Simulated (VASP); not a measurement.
```
CELL_PARAMETERS angstrom
      1.55500    -2.69334     0.00000
      1.55500     2.69334     0.00000
      0.00000     0.00000     4.98000
ATOMIC_POSITIONS crystal
  Al 0.66667 0.33333 0.50000
  Al 0.33333 0.66667 0.00000
  N  0.66667 0.33333 0.88200
  N  0.33333 0.66667 0.38200
```

The base run (VASP): PBE GGA, plane waves, VASP's PBE PAW potentials (set 64). Numerical set-up: 520 eV cut-off, 9×9×5 Γ-centred mesh, Gaussian smearing of 0.050 eV, potentials Al N.

The base run took about 6 core-seconds. Costs are core time on shared hosts, one run each; read them as rough ratios.

Pressures at a finite cut-off, here 520 eV, hold a Pulay part, which wasn't tested here.

```tsv
setting	cost over the base run	electronic steps	pressure (GPa)
GGA = PS	within a factor of 2	12	0.58
base run	reference	13	3.88
IVDW = 13	within a factor of 2	13	-0.82
GGA = AM	within a factor of 2	13	0.60
AGGAC = 0.0, GGA = BO, LUSE_VDW = .TRUE., PARAM1 = 0.1833333333, PARAM2 = 0.22	about 4 times	13	2.79
GGA removed, LMIXTAU = .TRUE., METAGGA = R2SCAN	about 6 times	24	-0.91
GGA removed, LMIXTAU = .TRUE., METAGGA = SCAN	about 6 times	25	-1.76
```

Left out are runs that failed, have no time on record or changed the cell.

The compound is AlN in the wurtzite structure. The cell was not relaxed at this level.
